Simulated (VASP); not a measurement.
Output of a VASP run:

OSZICAR:
```
       N       E                     dE             d eps       ncg     rms          rms(c)
DAV:   1     0.392375688865E+03    0.39238E+03   -0.19206E+04  1072   0.137E+03
DAV:   2     0.189170903318E+02   -0.37346E+03   -0.36518E+03  1208   0.370E+02
DAV:   3    -0.190286946646E+02   -0.37946E+02   -0.36439E+02  1344   0.134E+02
DAV:   4    -0.204961785985E+02   -0.14675E+01   -0.14555E+01  1260   0.285E+01
DAV:   5    -0.205626062165E+02   -0.66428E-01   -0.66262E-01  1500   0.568E+00    0.808E+00
DAV:   6    -0.202985329582E+02    0.26407E+00   -0.62473E-01  1204   0.511E+00    0.607E+00
DAV:   7    -0.202999014202E+02   -0.13685E-02   -0.29691E-01  1440   0.251E+00    0.983E-01
DAV:   8    -0.202974285777E+02    0.24728E-02   -0.31689E-02  1224   0.115E+00    0.599E-01
DAV:   9    -0.202968684696E+02    0.56011E-03   -0.77802E-03  1328   0.476E-01    0.320E-01
DAV:  10    -0.202969971265E+02   -0.12866E-03   -0.95268E-04  1236   0.184E-01    0.108E-01
DAV:  11    -0.202970057594E+02   -0.86329E-05   -0.12801E-04  1224   0.785E-02    0.329E-02
DAV:  12    -0.202970105746E+02   -0.48152E-05   -0.50793E-05  1372   0.302E-02    0.284E-02
DAV:  13    -0.202970090804E+02    0.14942E-05   -0.43180E-06  1148   0.122E-02    0.795E-03
DAV:  14    -0.202970085662E+02    0.51421E-06   -0.26829E-06  1008   0.875E-03
   1 F= -.20297009E+02 E0= -.20297006E+02  d E =-.202970E+02
       N       E                     dE             d eps       ncg     rms          rms(c)
DAV:   1    -0.203012201516E+02   -0.42111E-02   -0.13381E-01  1324   0.421E+00    0.367E-01
DAV:   2    -0.202978710220E+02    0.33491E-02   -0.77687E-03  1340   0.105E+00    0.153E-01
DAV:   3    -0.202971175534E+02    0.75347E-03   -0.24526E-03  1344   0.545E-01    0.283E-02
DAV:   4    -0.202970999231E+02    0.17630E-04   -0.14770E-04  1636   0.106E-01    0.248E-02
DAV:   5    -0.202970969568E+02    0.29663E-05   -0.87669E-06  1208   0.239E-02    0.164E-02
DAV:   6    -0.202970949166E+02    0.20402E-05   -0.19614E-06   680   0.121E-02    0.467E-03
DAV:   7    -0.202970944313E+02    0.48535E-06   -0.86986E-07   652   0.102E-02
   2 F= -.20297094E+02 E0= -.20297092E+02  d E =-.858650E-04
```

File OUTCAR:
```
------------------------ aborting loop because EDIFF is reached ----------------------------------------
  FORCE on cell =-STRESS in cart. coord.  units (eV):
  Direction    XX          YY          ZZ          XY          YZ          ZX
  --------------------------------------------------------------------------------------
  Total       -0.0875215     -0.0953790     -0.0952574     -0.0000000      0.0000000      0.0009776
  in kB       -0.8344281     -0.9093415     -0.9081823     -0.0000000      0.0000000      0.0093200
  external PRESSURE =      -0.8839840 kB  Pullay stress =       0.0000000 kB
  volume of cell :      168.05
      direct lattice vectors                 reciprocal lattice vectors
    10.187722776 -2.190638209 -0.007084256     0.048990579 -0.228243987 -0.126697753
    10.187722776  2.190638209 -0.007084256     0.048990579  0.228243987 -0.126697753
     9.719293310  0.000000000  3.758186700     0.000184696  0.000000000  0.265608114
 POSITION                                       TOTAL-FORCE (eV/Angst)
 -----------------------------------------------------------------------------------
     12.02833      0.00000      1.49642         0.005888      0.000000      0.000733
     18.06640      0.00000      2.24760        -0.005888     -0.000000     -0.000733
     30.09474      0.00000      3.74402        -0.000000      0.000000     -0.000000
      6.31833      0.00000      0.78605         0.003617      0.000000      0.000450
     23.77641      0.00000      2.95797        -0.003617     -0.000000     -0.000450
 -----------------------------------------------------------------------------------
    total drift:                                0.000000     -0.000000      0.000000
  FREE ENERGIE OF THE ION-ELECTRON SYSTEM (eV)
  ---------------------------------------------------
  free  energy   TOTEN  =       -20.2970944313 eV

  energy  without entropy=      -20.2970902313  energy(sigma->0) =      -20.29709233

 reached required accuracy - stopping structural energy minimisation
```
(Selected blocks of OUTCAR.)

File POSCAR:
```
Bi2Te3
1
   10.1736504153    -2.1885752252    -0.0076347181
   10.1736504153     2.1885752252    -0.0076347181
    9.7056620828    -0.0000000000     3.7540903774
Bi Te
2 3
Direct
  0.3997074592   0.3997074592   0.3997074592
  0.6002925408   0.6002925408   0.6002925408
  0.0000000000   0.0000000000   0.0000000000
  0.2099964239   0.2099964239   0.2099964239
  0.7900035761   0.7900035761   0.7900035761
```

Problem. Write an INCAR and KPOINTS that could have produced this output.

Solution. Several could match; the one computed here: the input of the run itself, PBEsol GGA, plane waves, VASP's PBE PAW potentials (set 64).

INCAR:
```
SYSTEM  =  Bi2Te3
PREC  =  Accurate; ENCUT  =  400; LREAL  =  F
LASPH  =  T
EDIFF  =  1E-6; NELM  =  100; ALGO  =  Normal
LMAXMIX  =  4
ISMEAR  =  0; SIGMA  =  0.05
GGA  =  PS
IBRION  =  2; NSW  =  60; ISIF  =  3
EDIFFG  =  -0.02
LWAVE  =  F; LCHARG  =  F
```

File KPOINTS:
```
Automatic mesh
0
Gamma
5 5 5
0 0 0
```

POTCAR, in this order: Bi_d Te (PBE.64 set). Program: vasp_std.

Without a dispersion term in the relaxation, distances and binding between the weakly bound layers, chains or molecules are unreliable, and so is what depends on them.

The compound is Bi2Te3 in the tetradymite structure. This run relaxes it. Symmetry was kept, so distortions that lower it aren't found. The start is the result of an earlier pass.
